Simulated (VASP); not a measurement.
Level of theory: PBE GGA, VASP's PBE PAW potentials (set 64) (plane waves; VASP).

The input files of a VASP run:

POSCAR:
```
LiCl
3.6345290
  0.0000000000   0.7071067530   0.7071067530
  0.7071067530   0.0000000000   0.7071067530
  0.7071067530   0.7071067530   0.0000000000
Li Cl
1 1
Cart
  0.0000000000   0.0000000000   0.0000000000
  0.7071067530   0.7071067530   0.7071067530
```

### KPOINTS
```
Automatic
0
gamma
 8 8 8
0 0 0
```

**INCAR**
```
SYSTEM = LiCl
PREC = Accurate
ENCUT = 400
EDIFF = 1E-6
NELM = 100
ALGO = Normal
LREAL = .FALSE.
LASPH = .TRUE.
ISMEAR = -1
SIGMA = 0.01
GGA = PE
LWAVE = .FALSE.
LCHARG = .FALSE.
ISIF = 2
```

POTCAR, in this order: Li_sv Cl (PBE.64 set). Program: vasp_std.

Question: What will the output report for the number of irreducible k-points (NKPTS), largest plane-wave count, number of space-group operations, FFT grid (NGX, NGY, NGZ)?

Answer: 
```yaml
number of irreducible k-points (NKPTS): 29
largest_plane_wave_count: 636
number_of_space_group_operations: 48
FFT grid (NGX, NGY, NGZ): 24 × 24 × 24
```

The structure is a typed LiCl crystal (Fm-3m). The cell was not relaxed at this level.
